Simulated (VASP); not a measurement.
Here is the system:

```
GeSe
1.0
   11.12771     0.00000     0.00000
    0.00000     3.74402     0.00000
    0.00000     0.00000     4.61119
Ge Se
4 4
Cartesian
  1.43659   0.93600   0.54873
  9.69112   2.80801   4.06245
  4.12727   2.80801   2.85432
  7.00044   0.93600   1.75686
  9.45054   0.93600   2.37693
  1.67717   2.80801   2.23426
  7.24102   2.80801   0.07134
  3.88669   0.93600   4.53985
```

Computed with PBEsol GGA, VASP's PBE PAW potentials (set 64) (plane waves; VASP 6.6.1). Settings: 300 eV cut-off, 2×4×3 Γ-centred mesh, Gaussian smearing of 0.010 eV, potentials Ge_d Se.

Q: What does the run give for the energy per atom (σ→0), band gap (on the k-mesh) with the smallest direct gap where there is one?

A: 
band gap (on the k-mesh): 0.71 eV
smallest direct gap (on the k-mesh): 0.71 eV
energy per atom (σ→0): -442.5 kJ/mol-atom

Total energies compare only between runs with the same potentials, cut-off and functional.

The structure comes from a computed database's GeSe entry; how it stands against other phases isn't given here. The cell was not relaxed at this level. The k-mesh is coarse (spacing up to 0.45 per Å, 2π included), so the numbers may not be converged in it.
